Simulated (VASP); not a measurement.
Crystal: SiSn2.

```
CELL_PARAMETERS angstrom
0.00000 3.06926 3.06926
3.06926 0.00000 3.06926
3.06926 3.06926 0.00000
ATOMIC_POSITIONS crystal
Si 0.00000 0.00000 0.00000
Sn 0.25000 0.25000 0.25000
Sn 0.75000 0.75000 0.75000
```

The cell comes from a database or a generator and needn't be the stable form of this composition.

The cell isn't the ideal one: cell and atoms relaxed from a first guess.

* Program: VASP 6.6.1
* Task: relaxation of cell and atoms
* Functional: PBE
* Potentials or basis: VASP PAW PBE potentials, release 64 (Si, Sn_d)
* Cutoff: 600 eV
* k mesh: 10 × 10 × 10
* Occupations: fermi-dirac, width 0.05 eV
* Spin: no spin polarisation

At the start: pressure 30.1 GPa; volume 19.28 Å³/atom.

Q: Where does the relaxation end?

A: Over 7 steps the energy falls by 502.7 meV/atom and the volume is 26.55 Å³/atom (+37.7 %); space group Fm-3m (No. 225, to 0.05 Å).

Step by step:
| step | energy change (eV) | largest force (eV/Å) | pressure (GPa) | volume (Å³) |
| --- | --- | --- | --- | --- |
| 1 | 0.0000 | 0.0000 | 30.12 | 57.83 |
| 2 | -1.2437 | 0.0000 | -5.16 | 93.77 |
| 3 | -1.5072 | 0.0000 | 0.40 | 78.94 |
| 4 | -1.5079 | 0.0000 | -0.10 | 79.80 |
| 5 | -1.5080 | 0.0000 | 0.05 | 79.62 |
| 6 | -1.5080 | 0.0000 | -0.04 | 79.65 |
| 7 | -1.5080 | 0.0000 | 0.00 | 79.64 |

Final structure:
```
CELL_PARAMETERS angstrom
0.00000 3.41479 3.41479
3.41479 0.00000 3.41479
3.41479 3.41479 0.00000
ATOMIC_POSITIONS crystal
Si 0.00000 0.00000 0.00000
Sn 0.25000 0.25000 0.25000
Sn 0.75000 0.75000 0.75000
```

Caveat: the volume moved by over 15 % at a fixed basis, so the end points are rough.
